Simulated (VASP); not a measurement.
```
CELL_PARAMETERS angstrom
      4.65657     0.00000     0.00000
     -2.32829     4.03271     0.00000
      0.00000     0.00000     2.54600
ATOMIC_POSITIONS crystal
  Mo 0.00000 0.00000 0.00000
  Mo 0.33333 0.66667 0.50000
  Mo 0.66667 0.33333 0.50000
```

Level of theory: r2SCAN meta-GGA, VASP's PBE PAW potentials (set 64) (plane waves; VASP). Run with 400 eV cut-off, 7×7×11 Γ-centred mesh, first-order Methfessel-Paxton smearing of 0.10 eV, potentials Mo_sv.

### Question
Predict the energy per atom (σ→0), band gap (on the k-mesh) with the smallest direct gap where there is one.

### Answer

```
Property                                                     Value
------------------------  ----------------------------------------
band gap (on the k-mesh)  none (metal, semimetal or under 0.01 eV)
energy per atom (σ→0)                              -25.623 eV/atom
```

Only differences to runs with the same potentials and settings are physical.

The structure was generated: Mo was put into the omega type (P6/mmm), which need not be its known phase. It was relaxed first. The start is the result of an earlier pass.
